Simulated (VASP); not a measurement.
A run of VASP 6.6.1 is set up as follows.

INCAR

```
SYSTEM = MgSnO2
ALGO = Fast
EDIFF = 1E-4
EDIFFG = -0.08
ENCUT = 520
GGA = PE
IBRION = 2
ISIF = 3
ISMEAR = 0
LASPH = .True.
LCHARG = .False.
LREAL = .False.
LWAVE = .False.
NELM = 60
NSW = 24
PREC = Normal
SIGMA = 0.15
```

File KPOINTS:

```
k-points
0
Gamma
  4 4 2
  0 0 0
```

File POSCAR:

```
MgSnO2
1.0
    3.7000000000      0.0000000000      0.0000000000
    0.0000000000      3.7000000000      0.0000000000
    0.0000000000      0.0000000000      8.3000000000
Mg Sn O
2 2 4
Direct
    0.0000000000      0.5000000000      0.6060000000
    0.5000000000      0.0000000000      0.3940000000
    0.0000000000      0.5000000000      0.1480000000
    0.5000000000      0.0000000000      0.8520000000
    0.5000000000      0.5000000000      0.5000000000
    0.0000000000      0.0000000000      0.5000000000
    0.5000000000      0.5000000000      0.0000000000
    0.0000000000      0.0000000000      0.0000000000
```

Potentials or basis: VASP PAW PBE potentials, release 64 (Mg, Sn_d, O).

Run with:

```sh
$ cat potpaw_PBE.64/Mg/POTCAR potpaw_PBE.64/Sn_d/POTCAR potpaw_PBE.64/O/POTCAR > POTCAR
$ mpirun -np 1 vasp_std > vasp.out
```

Question: Estimate the relaxed cell.

Answer: a = 3.948 Å, b = 3.948 Å, c = 9.123 Å, α = 90.00°, β = 90.00°, γ = 90.00°.

Question: Predict the band gap on the k mesh.

Answer: 1.85 eV, direct.

Question: Estimate the relaxed volume.

Answer: 17.78 Å³/atom.

Final structure:
```
Mg Sn O
1.0
     3.94822    0.00000    0.00000
     0.00000    3.94822    0.00000
     0.00000    0.00000    9.12253
Mg Sn O
2 2 4
Direct
  0.00000 0.50000 0.47866
  0.50000 0.00000 0.52134
  0.00000 0.50000 0.12484
  0.50000 0.00000 0.87516
  0.50000 0.50000 0.50000
  0.00000 0.00000 0.50000
  0.50000 0.50000 0.00000
  0.00000 0.00000 0.00000
```

Caveat: the k mesh is coarse (spacing up to 0.42 Å⁻¹), so the values aren't converged; the volume moved by over 15 % at a fixed basis, so the end points are rough; spin-orbit coupling is left out, which moves the levels of the heavy elements. As with any semilocal functional, this PBE gap is likely too small.
